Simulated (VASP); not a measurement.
Data:

```
CELL_PARAMETERS angstrom
      0.00000     3.32185     3.32185
      3.32185     0.00000     3.32185
      3.32185     3.32185     0.00000
ATOMIC_POSITIONS crystal
  Cd 0.00000 0.00000 0.00000
  Te 0.25000 0.25000 0.25000
```

All values below come from r2SCAN meta-GGA, VASP's PBE PAW potentials (set 64) (plane waves; VASP). Numerical set-up: 480 eV cut-off, 6×6×6 Γ-centred mesh, Gaussian smearing of 0.050 eV, potentials Cd Te.

Unless said otherwise, spin-orbit coupling is left out, though it shifts the bands of the heavy elements here.

Question: Estimate the energy per atom (σ→0), pressure, band gap (on the k-mesh) with the smallest direct gap where there is one.

Answer: 
```
Property                                       Value
-----------------------------------  ---------------
band gap (on the k-mesh)                     1.03 eV
smallest direct gap (on the k-mesh)          1.03 eV
energy per atom (σ→0)                -23.315 eV/atom
pressure                                   -1.36 GPa
```

The compound is CdTe in the zinc blende structure. This cell was strained or had an atom moved on purpose.
